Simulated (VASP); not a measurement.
Data:

```
CELL_PARAMETERS angstrom
      0.00000     2.70110     2.70110
      2.70110     0.00000     2.70110
      2.70110     2.70110     0.00000
ATOMIC_POSITIONS crystal
  Ca 0.00000 0.00000 0.00000
```

Calculation: PBEsol GGA, VASP's PBE PAW potentials (set 64) (plane waves; VASP 6.6.1). Numerical set-up: 520 eV cut-off, 12×12×12 Γ-centred mesh, first-order Methfessel-Paxton smearing of 0.10 eV, potentials Ca_sv.

Q: Estimate the energy per atom (σ→0), band gap (on the k-mesh) with the smallest direct gap where there is one.

A: 
The band gap (on the k-mesh) is none (metal, semimetal or under 0.01 eV) and the energy per atom (σ→0) comes out as -2.129 eV/atom.

Only differences to runs with the same potentials and settings are physical.

The compound is Ca in the fcc structure. This cell is one point of a volume scan, at 0.97 of the reference volume.
